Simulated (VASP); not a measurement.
OSZICAR of a VASP run on P (black):

File OSZICAR:
```
       N       E                     dE             d eps       ncg     rms          rms(c)
DAV:   1     0.517158769768E+02    0.51716E+02   -0.87379E+03  1092   0.125E+03
DAV:   2    -0.348197300447E+02   -0.86536E+02   -0.83596E+02  1406   0.184E+02
DAV:   3    -0.393540375395E+02   -0.45343E+01   -0.45116E+01  1508   0.449E+01
DAV:   4    -0.394120938688E+02   -0.58056E-01   -0.57981E-01  1316   0.598E+00
DAV:   5    -0.394133602385E+02   -0.12664E-02   -0.12658E-02  1512   0.822E-01    0.115E+01
DAV:   6    -0.358514182778E+02    0.35619E+01   -0.30552E-01  1230   0.518E+00    0.765E+00
DAV:   7    -0.345564169085E+02    0.12950E+01   -0.59150E-01  1206   0.614E+00    0.126E+00
DAV:   8    -0.354077726910E+02   -0.85136E+00   -0.26370E-01  1230   0.443E+00    0.330E-01
DAV:   9    -0.355093473038E+02   -0.10157E+00   -0.15115E-01  1248   0.396E+00    0.166E-01
DAV:  10    -0.355358248845E+02   -0.26478E-01   -0.23078E-02  1266   0.141E+00    0.181E-01
DAV:  11    -0.355632699971E+02   -0.27445E-01   -0.48038E-03  1248   0.736E-01    0.127E-01
DAV:  12    -0.355788511839E+02   -0.15581E-01   -0.11406E-02  1200   0.110E+00    0.492E-02
DAV:  13    -0.355796307097E+02   -0.77953E-03   -0.84956E-04  1302   0.273E-01    0.310E-02
DAV:  14    -0.355798639194E+02   -0.23321E-03   -0.71332E-05  1404   0.956E-02    0.206E-02
DAV:  15    -0.355794792753E+02    0.38464E-03   -0.11354E-04  1254   0.114E-01    0.120E-02
DAV:  16    -0.355798580629E+02   -0.37879E-03   -0.26036E-04  1182   0.168E-01    0.488E-03
DAV:  17    -0.355798798382E+02   -0.21775E-04   -0.15479E-05  1236   0.374E-02    0.365E-03
DAV:  18    -0.355798787326E+02    0.11056E-05   -0.34444E-07   834   0.632E-03    0.148E-03
DAV:  19    -0.355798793209E+02   -0.58831E-06   -0.24269E-07   684   0.564E-03
   1 F= -.35579879E+02 E0= -.35579724E+02  d E =-.355799E+02
       N       E                     dE             d eps       ncg     rms          rms(c)
DAV:   1    -0.355802026584E+02   -0.32393E-03   -0.87221E-03  1164   0.583E-01    0.759E-02
DAV:   2    -0.355801045243E+02    0.98134E-04   -0.40371E-04  1404   0.143E-01    0.355E-02
DAV:   3    -0.355800835245E+02    0.21000E-04   -0.11258E-04  1396   0.753E-02    0.150E-02
DAV:   4    -0.355800822961E+02    0.12284E-05   -0.21143E-05  1326   0.334E-02    0.953E-03
DAV:   5    -0.355800815062E+02    0.78993E-06   -0.65180E-06  1194   0.259E-02
   2 F= -.35580082E+02 E0= -.35579925E+02  d E =-.202185E-03
```

Which electronic solver shows in the log?

It is blocked Davidson (ALGO = Normal, or the opening steps of other solvers). The INCAR had ALGO = Normal.

Can the final energy be trusted as converged?

The run converged. It stopped with EDIFF = 1E-6, NELM = 100, NSW = 60 and EDIFFG = -0.02 after 2 ionic steps (r2SCAN+rVV10, plane waves, VASP's PBE PAW potentials (set 64)).

The compound is P in the black structure. This run relaxes it. Symmetry was kept, so distortions that lower it aren't found. The k-mesh is coarse (spacing up to 0.33 per Å, 2π included), so the numbers may not be converged in it. The start is the result of an earlier pass.
